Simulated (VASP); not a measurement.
VASP input:

**INCAR**
```
SYSTEM = Ti
PREC = Accurate; ENCUT = 400; LREAL = .False.
LASPH = .True.
EDIFF = 1E-6; NELM = 100; ALGO = Normal
LMAXMIX = 4; LMIXTAU = .True.
ISMEAR = 1; SIGMA = 0.1
METAGGA = R2SCAN
IBRION = 2; NSW = 60; ISIF = 3
EDIFFG = -0.01
LWAVE = .False.; LCHARG = .False.
```

### KPOINTS
```
Automatic mesh
0
Gamma
13 13 7
0 0 0
```

File POSCAR:
```
Ti
1
    2.9357300000     0.0000000000     0.0000000000
   -1.4678650000     2.5424170000     0.0000000000
    0.0000000000     0.0000000000     4.6408600000
Ti
2
Direct
  0.3333330000   0.6666670000   0.2500000000
  0.6666670000   0.3333330000   0.7500000000
```

POTCAR, in this order: Ti_sv (PBE.64 set). Program: vasp_std.

**Question.** Write an equivalent input for Ansatz.

**Answer.** One equivalent input (not run):
Ansatz 0.2 input:
```yaml
crystal:
  lattice:
    - [2.9357300, 0.0000000, 0.0000000]
    - [-1.4678650, 2.5424170, 0.0000000]
    - [0.0000000, 0.0000000, 4.6408600]
  atoms:
    - { symbol: Ti, position: [0.3333330, 0.6666670, 0.2500000] }
    - { symbol: Ti, position: [0.6666670, 0.3333330, 0.7500000] }
kpoints:
  mp_grid: { grid: [13, 13, 7] }
hamiltonian:
  xc: r2scan
  pseudopotentials: { kind: paw }
scf:
  occupations: { method: methfessel_paxton, width: 0.1 }
  max_iter: 100
relax:
  max_steps: 60
  f_tol: 0.01
  cell: {}
output: { forces: true, stress: true, eigenvalues: true }
```
Limits of the translation: each code has its own PAW files, so the cut-off isn't converted (ENCUT is set for VASP's; basis.ecutwfc is left out, and Ansatz then takes the one that its files recommend); Ansatz stops its SCF on the density residual and VASP on the energy change (EDIFF).

The structure comes from a computed database's Ti entry (P6_3/mmc); how it stands against other phases isn't given here. This run relaxes it. Symmetry was kept, so distortions that lower it aren't found.
